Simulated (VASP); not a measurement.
```
Pb
1.0
    0.00000     2.46717     2.46717
    2.46717     0.00000     2.46717
    2.46717     2.46717     0.00000
Pb
1
Direct
  0.00000   0.00000   0.00000
```

Computed with vdW-DF-cx, VASP's PBE PAW potentials (set 64) (plane waves; VASP). Run with 520 eV cut-off, Gaussian smearing of 0.050 eV, potentials Pb_d.

Unless said otherwise, spin-orbit coupling is left out, though it shifts the bands of the heavy elements here.

Q: Estimate the band gap (along the path) with the smallest direct gap where there is one.

A: 
```yaml
band gap (along the path): none (metal, semimetal or under 0.01 eV)
```

The absolute energy has meaning only against runs of the same code, potentials and settings.

The compound is Pb in the fcc structure. It was relaxed first.
